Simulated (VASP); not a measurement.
Output of a VASP run:

File OSZICAR:
```
       N       E                     dE             d eps       ncg     rms          rms(c)
DAV:   1     0.361593285074E+02    0.36159E+02   -0.48793E+03   522   0.969E+02
DAV:   2     0.211654525582E+01   -0.34043E+02   -0.33736E+02   579   0.162E+02
DAV:   3     0.678393756638E+00   -0.14382E+01   -0.14272E+01   789   0.275E+01
DAV:   4     0.599064162323E+00   -0.79330E-01   -0.79294E-01   789   0.502E+00
DAV:   5     0.598330077793E+00   -0.73408E-03   -0.73398E-03   780   0.452E-01    0.119E+01
DAV:   6     0.598590052746E+00    0.25997E-03   -0.60616E-03   659   0.984E-01    0.673E+00
DAV:   7     0.598145441617E+00   -0.44461E-03   -0.10533E-02   591   0.127E+00    0.262E-01
DAV:   8     0.597971801606E+00   -0.17364E-03   -0.18429E-03   792   0.264E-01    0.126E-01
DAV:   9     0.597952329581E+00   -0.19472E-04   -0.28334E-05   747   0.520E-02    0.363E-02
DAV:  10     0.597928856327E+00   -0.23473E-04   -0.26816E-05   560   0.449E-02    0.352E-02
DAV:  11     0.597929077419E+00    0.22109E-06   -0.63183E-07   728   0.750E-03    0.132E-02
DAV:  12     0.597929496537E+00    0.41912E-06   -0.66372E-07   627   0.649E-03    0.264E-03
DAV:  13     0.597929330377E+00   -0.16616E-06   -0.52001E-08   356   0.228E-03    0.302E-04
DAV:  14     0.597929325033E+00   -0.53444E-08   -0.46981E-09   316   0.576E-04
   1 F= 0.59792933E+00 E0= 0.59844621E+00  d E =-.103377E-02
```

**OUTCAR**
```
------------------------ aborting loop because EDIFF is reached ----------------------------------------
  FORCE on cell =-STRESS in cart. coord.  units (eV):
  Direction    XX          YY          ZZ          XY          YZ          ZX
  --------------------------------------------------------------------------------------
  Total        0.0093680      0.0093680      0.0093680      0.0000000      0.0000000     -0.0000000
  in kB        0.2896947      0.2896947      0.2896947      0.0000000      0.0000000     -0.0000000
  external PRESSURE =       0.2896947 kB  Pullay stress =       0.0000000 kB
  volume of cell :       51.81
      direct lattice vectors                 reciprocal lattice vectors
     0.000000000  2.958890567  2.958890567    -0.168982255  0.168982255  0.168982255
     2.958890567  0.000000000  2.958890567     0.168982255 -0.168982255  0.168982255
     2.958890567  2.958890567  0.000000000     0.168982255  0.168982255 -0.168982255
 POSITION                                       TOTAL-FORCE (eV/Angst)
 -----------------------------------------------------------------------------------
      0.00000      0.00000      0.00000        -0.000000     -0.000000     -0.000000
 -----------------------------------------------------------------------------------
    total drift:                                0.000000      0.000000      0.000000
  FREE ENERGIE OF THE ION-ELECTRON SYSTEM (eV)
  ---------------------------------------------------
  free  energy   TOTEN  =         0.5979293250 eV

  energy  without entropy=        0.5989630990  energy(sigma->0) =        0.59844621
```
(Selected blocks of OUTCAR.)

File POSCAR:
```
Sr
1
    0.0000000000     2.9588905669     2.9588905669
    2.9588905669     0.0000000000     2.9588905669
    2.9588905669     2.9588905669     0.0000000000
Sr
1
Direct
  1.0000000000   1.0000000000   1.0000000000
```

Reconstruct the remaining input files.

One answer among several that fit: the input of the run itself, optB86b-vdW, plane waves, VASP's PBE PAW potentials (set 64).

**INCAR**
```
ISIF=2   # forces and stress, cell fixed
EDIFF=1E-7   # SCF stop (eV)
SYSTEM=Sr
LREAL=.FALSE.
PARAM2=1.0
GGA=MK
ISMEAR=0   # Gaussian
NELM=100   # most electronic steps
LMAXMIX=4
LUSE_VDW=.TRUE.
AGGAC=0.0
PARAM1=0.1234
LWAVE=.FALSE.
LASPH=.TRUE.   # aspherical one-centre terms
LCHARG=.FALSE.
SIGMA=0.05
ALGO=Normal   # blocked Davidson
ENCUT=520
PREC=Accurate
```

KPOINTS:
```
Automatic mesh
0
Gamma
8 8 8
0 0 0
```

POTCAR, in this order: Sr_sv (PBE.64 set). Program: vasp_std.

The compound is Sr in the fcc structure. It was relaxed first, which changed the volume by -8 %.
